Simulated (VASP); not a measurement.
Consider the following.

```
Li2S
1.0
    0.00000     2.82722     2.82722
    2.82722     0.00000     2.82722
    2.82722     2.82722     0.00000
Li S
2 1
Direct
  0.25000   0.25000   0.25000
  0.75000   0.75000   0.75000
  0.00000   0.00000   0.00000
```

Method: PBEsol GGA, VASP's PBE PAW potentials (set 64) (plane waves; VASP). Settings: 600 eV cut-off, 6×6×6 Γ-centred mesh, Gaussian smearing of 0.050 eV, potentials Li_sv S.

Energy and stress use the plane-wave basis of the starting cell.

Task: The ions, cell shape and volume at an external pressure of 2.0 GPa are relaxed. Predict the relaxed structure.

Result: 
```
Li2S
1.0
    0.00000     2.78642     2.78642
    2.78642     0.00000     2.78642
    2.78642     2.78642     0.00000
Li S
2 1
Direct
  0.25000   0.25000   0.25000
  0.75000   0.75000   0.75000
  0.00000   0.00000   0.00000
```
Space group Fm-3m (225), at a tolerance of 0.03 Å.

Task: How do energy and volume change from the first to the last step?

Result: The energy (σ→0) changes by +3.8 meV/atom and the volume by -4.3 %, in 3 ionic steps.

The compound is Li2S in the antifluorite structure. This run relaxes it under an external pressure of 2 GPa. Symmetry was kept, so distortions that lower it aren't found.
